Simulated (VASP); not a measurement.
Input for VASP

File KPOINTS:
```
Regular mesh
0
Gamma
  13 13 13
0 0 0
```

### INCAR
```
SYSTEM = Sn
PREC = Accurate
ENCUT = 400
EDIFF = 1E-6
NELM = 100
ALGO = Normal
LREAL = .FALSE.
LASPH = .TRUE.
ISMEAR = 1
SIGMA = 0.1
METAGGA = R2SCAN
LMIXTAU = .TRUE.
LMAXMIX = 4
LWAVE = .FALSE.
LCHARG = .FALSE.
IBRION = 2
ISIF = 3
NSW = 60
EDIFFG = -0.01
```

**POSCAR**
```
Sn
1
   -1.6580015026     2.0136154238     2.0406643779
    1.6580015026    -2.0136154238     2.0406643779
    1.6580015026     2.0136154238    -2.0406643779
Sn
1
Direct
  1.0000000000   1.0000000000   0.0000000000
```

POTCAR, in this order: Sn_d (PBE.64 set). Program: vasp_std.

### Question
Translate this r2SCAN calculation to Ansatz.

### Answer
One equivalent input (not run):
Ansatz 0.2 input:
```yaml
crystal:
  lattice:
    - [-1.6580015, 2.0136154, 2.0406644]
    - [1.6580015, -2.0136154, 2.0406644]
    - [1.6580015, 2.0136154, -2.0406644]
  atoms:
    - { symbol: Sn, position: [1.0000000, 1.0000000, 0.0000000] }
kpoints:
  mp_grid: { grid: [13, 13, 13] }
hamiltonian:
  xc: r2scan
  pseudopotentials: { kind: paw }
scf:
  occupations: { method: methfessel_paxton, width: 0.1 }
  max_iter: 100
relax:
  max_steps: 60
  f_tol: 0.01
  cell: {}
output: { forces: true, stress: true, eigenvalues: true }
```
Limits of the translation: each code has its own PAW files, so the cut-off isn't converted (ENCUT is set for VASP's; basis.ecutwfc is left out, and Ansatz then takes the one that its files recommend); Ansatz stops its SCF on the density residual and VASP on the energy change (EDIFF).

The structure comes from a computed database's Sn entry (Immm); how it stands against other phases isn't given here. This run relaxes it. Symmetry was kept, so distortions that lower it aren't found. The start is the result of an earlier pass.
